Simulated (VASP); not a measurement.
# Ca3Zn2P4Pb2 (P1) in VASP: notebook

Runs on Ca3Zn2P4Pb2. Level: PBE. Tasks: single point.

Program: VASP 6.6.1. These are calculated values, not measurements. Logs are shortened: lines on timing, memory, paths and dates and some standing lists are left out, and cuts for length are marked.

## Step 1: Starting point

The typed cell holds 11 atoms: a = 4.246 Å, b = 4.343 Å, c = 15.365 Å, α = 90.86°, β = 89.63°, γ = 120.77°.

The cell was built by a generator and needn't be a form met in nature.

## Step 2: Single point, PBE

Input file INCAR:

```
PREC     = Accurate       # precision mode
ENCUT    = 520            # plane-wave cutoff, eV
EDIFF    = 1E-6           # SCF threshold, eV
ISMEAR   = 0              # smearing method
SIGMA    = 0.1            # smearing width, eV
LREAL    = F              # projectors in reciprocal space
LASPH    = T              # aspherical terms in the spheres
NELM     = 100            # most SCF steps
ALGO     = Fast           # electronic algorithm
ISIF     = 2              # what is computed and relaxed
LWAVE    = F              # write WAVECAR
LCHARG   = F              # write CHGCAR
GGA      = PE             # functional
NBANDS   = 62             # bands
```

Input file KPOINTS:

```
regular mesh
0
Gamma
  4 4 1
```

Input file POSCAR:

```
Ca3Zn2P4Pb2
1.0
    4.2452150000     -0.0566900000      0.0133610000
   -2.1717020000      3.7610990000     -0.0322540000
    0.0483690000     -0.1069060000     15.3641600000
Pb Ca Zn P
2 3 2 4
Direct
    0.2882636881      0.6254138336      0.1375290030
    0.7105896960      0.3165395707      0.8701974907
    0.9473766016      0.9657539012      0.9950447358
    0.0485693896      0.0394242594      0.2796675936
    1.0117474116      0.9510140913      0.7109908418
    0.3863002557      0.7051512607      0.5654812623
    0.6300880199      0.3117977635      0.4196636926
    0.3385613853      0.7027247183      0.8774174549
    0.6626573312      0.3436570611      0.1360558306
    0.2702733555      0.5823435316      0.4116502162
    0.7242337193      0.3735394248      0.6113309581
```

Potentials or basis: VASP PAW PBE potentials, release 64 (Pb_d, Ca_sv, Zn, P).

Command:

```bash
$ cat potpaw_PBE.64/Pb_d/POTCAR potpaw_PBE.64/Ca_sv/POTCAR potpaw_PBE.64/Zn/POTCAR potpaw_PBE.64/P/POTCAR > POTCAR
$ mpirun -np 1 vasp_std > vasp.out
```

OUTCAR:

```text
PREC = Accurate
   ENCUT = 520
   EDIFF = 1E-6
   ISMEAR = 0
   LREAL = F
   LASPH = T
   NELM = 100
   ISIF = 2
   GGA = PE

 ion  position               nearest neighbor table
   1  0.288  0.625  0.138-   9 2.29   9 2.45   9 2.68   4 3.13   3 3.26   3 3.27   4 3.28   3 3.38
                             4 3.53
   2  0.711  0.317  0.870-   8 2.30   8 2.31   8 2.83   3 2.95   3 3.10   3 3.38   5 3.43   5 3.47
                             5 3.53
   3  0.947  0.966  0.995-   8 2.87   2 2.95   8 3.03   2 3.10   1 3.26   1 3.27   1 3.38   2 3.38

   4  0.049  0.039  0.280-  10 2.86   7 3.02   1 3.13   1 3.28   1 3.53
   5  0.012  0.951  0.711-  11 2.63  11 3.03   2 3.43   2 3.47   2 3.53
   6  0.386  0.705  0.565-  10 2.41  11 2.52  11 2.58  11 2.61
   7  0.630  0.312  0.420-  10 2.35  10 2.36  10 2.72  11 2.96   4 3.02
   8  0.339  0.703  0.877-   2 2.30   2 2.31   2 2.83   3 2.87   3 3.03
   9  0.663  0.344  0.136-   1 2.29   1 2.45   1 2.68
  10  0.270  0.582  0.412-   7 2.35   7 2.36   6 2.41   7 2.72   4 2.86
  11  0.724  0.374  0.611-   6 2.52   6 2.58   6 2.61   5 2.63   7 2.96   5 3.03

  LATTYP: Found a triclinic cell.
 ALAT       =     4.2452866977
 B/A-ratio  =     1.7186214012
 C/A-ratio  =     3.6192156521
 COS(alpha) =     0.0015104890
 COS(beta)  =     0.0089840615
 COS(gamma) =     0.8592657671

  Lattice vectors:

 A1 = (   2.0735130000,   3.7044090000,  -0.0188930000)
 A2 = (   6.3187280000,   3.6477190000,  -0.0055320000)
 A3 = (  -0.0483690000,   0.1069060000, -15.3641600000)

Analysis of symmetry for initial positions (statically):
=====================================================================
 Subroutine PRICEL returns:
 Original cell was already a primitive cell.

 Routine SETGRP: Setting up the symmetry group for a
 triclinic supercell.

 Subroutine GETGRP returns: Found  1 space group operations
 (whereof  1 operations were pure point group operations)
 out of a pool of  2 trial point group operations.

The static configuration has the point symmetry C_1 .

Analysis of symmetry for dynamics (positions and initial velocities):
=====================================================================
 Subroutine PRICEL returns:
 Original cell was already a primitive cell.

 Routine SETGRP: Setting up the symmetry group for a
 triclinic supercell.

 Subroutine GETGRP returns: Found  1 space group operations
 (whereof  1 operations were pure point group operations)
 out of a pool of  2 trial point group operations.

The dynamic configuration has the point symmetry C_1 .

 Subroutine INISYM returns: Found  1 space group operations
 (whereof  1 operations are pure point group operations),
 and found     1 'primitive' translations

----------------------------------------------------------------------------------------

                                     Primitive cell

  volume of cell :     243.4091

  direct lattice vectors                    reciprocal lattice vectors
     4.245215000 -0.056690000  0.013361000     0.237389133  0.137072998  0.000206432
    -2.171702000  3.761099000 -0.032254000     0.003572446  0.267958398  0.001853246
     0.048369000 -0.106906000 15.364160000    -0.000198939  0.000443324  0.065090250

  length of vectors
     4.245614522  4.343178051 15.364608064     0.274121597  0.267988619  0.065092064

  position of ions in fractional coordinates (direct lattice)
     0.288263688  0.625413834  0.137529003
     0.710589696  0.316539571  0.870197491
     0.947376602  0.965753901  0.995044736
     0.048569390  0.039424259  0.279667594
     0.011747412  0.951014091  0.710990842
     0.386300256  0.705151261  0.565481262
     0.630088020  0.311797764  0.419663693
     0.338561385  0.702724718  0.877417455
     0.662657331  0.343657061  0.136055831
     0.270273356  0.582343532  0.411650216
     0.724233719  0.373539425  0.611330958

  ion indices of the primitive-cell ions
   primitive index   ion index
                 1           1
                 2           2
                 3           3
                 4           4
                 5           5
                 6           6
                 7           7
                 8           8
                 9           9
                10          10
                11          11

----------------------------------------------------------------------------------------

 KPOINTS: regular mesh

Automatic generation of k-mesh.
 Grid dimensions read from file:
 generate k-points for:    4    4    1

 Generating k-lattice:

  Cartesian coordinates                     Fractional coordinates (reciprocal lattice)
     0.059347283  0.034268249  0.000051608     0.250000000  0.000000000 -0.000000000
     0.000893111  0.066989599  0.000463311     0.000000000  0.250000000  0.000000000
    -0.000198939  0.000443324  0.065090250     0.000000000 -0.000000000  1.000000000

  Length of vectors
     0.068530399  0.066997155  0.065092064

  Shift w.r.t. Gamma in fractional coordinates (k-lattice)
     0.000000000  0.000000000  0.000000000

 Subroutine IBZKPT returns following result:
 ===========================================

 Found     10 irreducible k-points:

 Following reciprocal coordinates:
            Coordinates               Weight
  0.000000  0.000000  0.000000      1.000000
  0.250000  0.000000  0.000000      2.000000
  0.500000  0.000000  0.000000      1.000000
 -0.000000  0.250000 -0.000000      2.000000
  0.250000  0.250000  0.000000      2.000000
  0.500000  0.250000  0.000000      2.000000
 -0.250000  0.250000 -0.000000      2.000000
 -0.000000  0.500000 -0.000000      1.000000
  0.250000  0.500000 -0.000000      2.000000
  0.500000  0.500000  0.000000      1.000000
   k-points           NKPTS =     10   k-points in BZ     NKDIM =     10   number of bands    NBANDS=     62
   number of dos      NEDOS =    301   number of ions     NIONS =     11
   total plane-waves  NPLWV = 122880
   dimension x,y,z NGX =    32 NGY =   32 NGZ =  120
   dimension x,y,z NGXF=    64 NGYF=   64 NGZF=  240
   ions per type =               2   3   2   4
   NGX,Y,Z   is equivalent  to a cutoff of  12.53, 12.25, 12.98 a.u.
   NGXF,Y,Z  is equivalent  to a cutoff of  25.06, 24.50, 25.97 a.u.
 SYSTEM =  unknown system
   PREC   = accura    normal or accurate (medium, high low for compatibility)
   ISTART =      0    job   : 0-new  1-cont  2-samecut
   ICHARG =      2    charge: 1-file 2-atom 10-const
   ISPIN  =      1    spin polarized calculation?
   LNONCOLLINEAR =      F non collinear calculations
   LSORBIT =      F    spin-orbit coupling
   LASPH  =      T    aspherical Exc in radial PAW
   ENCUT  =  520.0 eV  38.22 Ry    6.18 a.u.   7.89  8.08 28.57*2*pi/ulx,y,z
   NELM   =    100;   NELMIN=  2; NELMDL= -5     # of ELM steps
   EDIFF  = 0.1E-05   stopping-criterion for ELM
   LREAL  =      F    real-space projection
   EDIFFG = 0.1E-04   stopping-criterion for IOM
   NSW    =      0    number of steps for IOM
   IBRION =     -1    ionic relax: 0-MD 1-quasi-New 2-CG
   NFREE  =      0    steps in history (QN), initial steepest desc. (CG)
   ISIF   =      2    stress and relaxation
   ISYM   =      2    0-nonsym 1-usesym 2-fastsym
   POTIM  = 0.5000    time-step for ionic-motion
   TEBEG  =    0.0;   TEEND  =   0.0 temperature during run
   PSTRESS=    0.0 pullay stress
   NELECT =     102.0000    total number of electrons
   NUPDOWN=      -1.0000    fix difference up-down
   EMIN   =  10.00;   EMAX   =-10.00  energy-range for DOS
   EFERMI =   0.00;   METHOD = LEGACY
   ISMEAR =     0;   SIGMA  =   0.10  broadening in eV -4-tet -1-fermi 0-gaus
   EFERMI_NEDOS =   21; number of points for ismear=-14 and -15
   IALGO  =     68    algorithm
   IMIX   =      4    mixing-type and parameters
     AMIX     =   0.40;   BMIX     =  1.00
     AMIX_MAG =   1.60;   BMIX_MAG =  1.00
  volume/ion in A,a.u.               =      22.13       149.33
  Fermi-wavevector in a.u.,A,eV,Ry     =   1.225075  2.315056 20.419736  1.500808
  Thomas-Fermi vector in A             =   2.360126
   LORBIT       =      0    0 simple, 1 ext, 2 COOP (PROOUT), +10 PAW based schemes
   GGA     = PE    functional components
   LHFCALC =     F    Hartree Fock is set to
   AEXX    =    0.0000 exact exchange contribution
   IVDW    =     0    specifies the selected vdW correction
   LEPSILON=     F    determine dielectric tensor
   LRPA    =     F    only Hartree local field effects (RPA)
 non-spin polarized calculation
 RMM-DIIS sequential band-by-band and
 Gauss-broadening in eV      SIGMA  =   0.10
  energy-cutoff  :      520.00
  volume of cell :      243.41
 maximum number of plane-waves:      6582
   NGX = 15   NGY = 17   NGZ = 57

 number of electron     102.0000006 magnetization

 Free energy of the ion-electron system (eV)
  ---------------------------------------------------
  ext. energy  EPLUGINS =         0.00000000
  ---------------------------------------------------
  free energy    TOTEN  =       -37.22770162 eV

  energy without entropy =      -37.20031735  energy(sigma->0) =      -37.21400949

 E-fermi :   5.8446     XC(G=0):  -9.9060

 val. band max:        5.7917260015   @ k =   0.2500   0.2500   0.0000
 cond. band min:       5.8464557706   @ k =  -0.2500   0.2500  -0.0000
 fundamental gap:      0.0547297690
 Fermi energy:         5.8446462940

 k-point     1 :       0.0000    0.0000    0.0000
  band No.  band energies     occupation
      1     -35.9048      2.00000
      2     -35.6381      2.00000
      3     -35.4557      2.00000
      4     -16.9929      2.00000
      5     -16.9142      2.00000
      6     -16.9053      2.00000
[... 54 lines left out ...]
     61       8.1464      0.00000
     62       8.3256      0.00000

 k-point     2 :       0.2500    0.0000    0.0000
  band No.  band energies     occupation
      1     -35.9032      2.00000
      2     -35.6364      2.00000
      3     -35.4539      2.00000
      4     -16.9870      2.00000
      5     -16.9408      2.00000
      6     -16.9122      2.00000
[... 519 lines left out ...]
      6     -16.9207      2.00000
[... 54 lines left out ...]
     61       9.1645      0.00000
     62       9.3476      0.00000

------------------------ aborting loop because EDIFF is reached ----------------------------------------

  FORCE on cell =-STRESS in cart. coord.  units (eV):
  Direction    XX          YY          ZZ          XY          YZ          ZX
  --------------------------------------------------------------------------------------
  -------------------------------------------------------------------------------------
  Total       21.1675458     18.5707589      4.7464615      5.3076152      1.3871145      0.7071587
  in kB      139.3298774    122.2372015     31.2423510     34.9359997      9.1303213      4.6546888
  external PRESSURE =      97.6031433 kB  Pullay stress =       0.0000000 kB

 VOLUME and BASIS-vectors are now :
 -----------------------------------------------------------------------------
  energy-cutoff  :      520.00
  volume of cell :      243.41
      direct lattice vectors                 reciprocal lattice vectors
     4.245215000 -0.056690000  0.013361000     0.237389133  0.137072998  0.000206432
    -2.171702000  3.761099000 -0.032254000     0.003572446  0.267958398  0.001853246
     0.048369000 -0.106906000 15.364160000    -0.000198939  0.000443324  0.065090250

 POSITION                                       TOTAL-FORCE (eV/Angst)
 -----------------------------------------------------------------------------------
     -0.12782      2.32120      2.09670         1.962077      2.518203      0.036963
      2.37127      1.05722     13.36914        -3.061956      1.649329     -1.580486
      1.97262      3.47221     15.26954         0.669513      0.007795      1.077741
      0.13410      0.11563      4.29624        -0.333965     -0.695966      0.360311
     -1.98106      3.50018     10.89326         0.040218      0.945528      0.625400
      0.13590      2.56979      8.67056         0.012331     -0.070324     -0.054408
      2.01803      1.09212      6.44614         0.225149     -0.541549      0.711324
     -0.04640      2.53002     13.46264         2.406888     -1.640589      0.075062
      2.07338      1.24042      2.08815        -1.923593     -2.248768      0.010472
     -0.09740      2.13092      6.30949         0.219629      1.170482     -0.678587
      2.29288      1.29851      9.39021        -0.216290     -1.094142     -0.583793
 -----------------------------------------------------------------------------------
    total drift:                                0.001000     -0.000069     -0.003467

  FREE ENERGIE OF THE ION-ELECTRON SYSTEM (eV)
  ---------------------------------------------------
  free  energy   TOTEN  =       -37.2277016215 eV

  energy  without entropy=      -37.2003173502  energy(sigma->0) =      -37.21400949
```

Run time: 5 min. Hardware: 1 thread of AMD EPYC 9R45 (Zen 5), shared host; peak memory 0.41 GiB.

Results:

| Property | Result |
| --- | --- |
| Free energy | -37.2277 eV |
| Pressure | 9.8 GPa |
| Largest force | 3.820 eV/Å |
| Band gap on the k mesh | none (metal or under the smearing width) |

Forces on the atoms (eV/Å):
```
Pb   1.962  2.518  0.037
Pb  -3.062  1.649 -1.580
Ca   0.670  0.008  1.078
Ca  -0.334 -0.696  0.360
Ca   0.040  0.946  0.625
Zn   0.012 -0.070 -0.054
Zn   0.225 -0.542  0.711
P    2.407 -1.641  0.075
P   -1.924 -2.249  0.010
P    0.220  1.170 -0.679
P   -0.216 -1.094 -0.584
```

Stress tensor (GPa, compression positive):
```
13.93  3.49  0.47
 3.49 12.22  0.91
 0.47  0.91  3.12
```

Caveat: the k mesh is coarse (spacing up to 0.43 Å⁻¹), so the values aren't converged; forces of over 1 eV/Å show positions far from the minimum, so gaps and moduli don't describe the material at rest.

## Step 3: Single point, PBE

INCAR is that of step 2.

Input file KPOINTS:

```
Automatic mesh
0
Gamma
  4 4 1
```

Input file POSCAR:

```
Ca3Zn2P4Pb2
1.0
    4.2452150000     -0.0566900000      0.0133610000
   -2.1717020000      3.7610990000     -0.0322540000
    0.0483690000     -0.1069060000     15.3641600000
Pb Ca Zn P
2 3 2 4
Direct
    0.2844900552      0.6210892146      0.1362905971
    0.7082075057      0.3123109579      0.8690732794
    0.9356766023      0.9650005320      1.0050701472
    0.0093954135      0.0266492594      0.2807314564
    1.0416234480      0.9574492011      0.7136980112
    0.3815042127      0.6963801202      0.5677333331
    0.6379403630      0.3108795987      0.4209689687
    0.4298906170      0.7270550249      0.8789256727
    0.5890812593      0.3111102605      0.1353382701
    0.2369838304      0.5601741175      0.4160917040
    0.7221948461      0.3811586673      0.6030649021
```

Potentials or basis: VASP PAW PBE potentials, release 64 (Pb_d, Ca_sv, Zn, P).

Command:

```bash
$ cat potpaw_PBE.64/Pb_d/POTCAR potpaw_PBE.64/Ca_sv/POTCAR potpaw_PBE.64/Zn/POTCAR potpaw_PBE.64/P/POTCAR > POTCAR
$ mpirun -np 1 vasp_std > vasp.out
```

Wall time 5.2 min (1 thread of AMD EPYC 9R45 (Zen 5), shared host); peak memory 0.41 GiB.

The run converged. Its results:

* Free energy: -37.0849 eV
* Pressure: 10.2 GPa
* Largest force: 5.621 eV/Å
* Band gap on the k mesh: none (metal or under the smearing width)

Forces in eV/Å, atoms in the order of the input:
```
Pb  -2.513  1.863  0.433
Pb  -0.298  5.429 -1.425
Ca   1.119  0.110  0.657
Ca  -0.105 -0.629  0.408
Ca  -0.141  0.561  0.225
Zn   0.090  0.091 -0.091
Zn  -1.285 -0.906  0.699
P   -0.640 -5.536 -0.059
P    2.364 -1.555  0.129
P    1.648  1.491 -1.076
P   -0.237 -0.919  0.099
```

Stress tensor (GPa, compression positive):
```
12.01 -1.46  0.32
-1.46 14.90  0.42
 0.32  0.42  3.75
```

Levels at points of the mesh, in eV from the Fermi level:
| k point | band 47 | band 48 | band 49 | band 50 | band 51 | band 52 | band 53 | band 54 | band 55 | band 56 |
| --- | --- | --- | --- | --- | --- | --- | --- | --- | --- | --- |
| (0.00, 0.00, 0.00) | -1.82 | -1.59 | -1.17 | -1.08 | -0.22 | -0.08 | 0.04 | 0.07 | 0.92 | 1.04 |
| (0.50, 0.00, 0.00) | -2.50 | -2.39 | -2.20 | -2.02 | -1.21 | -0.33 | 0.25 | 1.16 | 2.13 | 2.36 |
| (0.00, 0.50, 0.00) | -2.26 | -2.17 | -1.96 | -0.98 | -0.97 | -0.88 | 0.09 | 0.94 | 1.61 | 2.56 |
| (0.50, 0.50, 0.00) | -2.27 | -2.20 | -2.01 | -1.39 | -1.14 | -0.55 | 0.45 | 1.14 | 1.90 | 2.27 |

Caveat: the k mesh is coarse (spacing up to 0.43 Å⁻¹), so the values aren't converged; forces of over 1 eV/Å show positions far from the minimum, so gaps and moduli don't describe the material at rest.

(Part 1 of 2 ends here.)
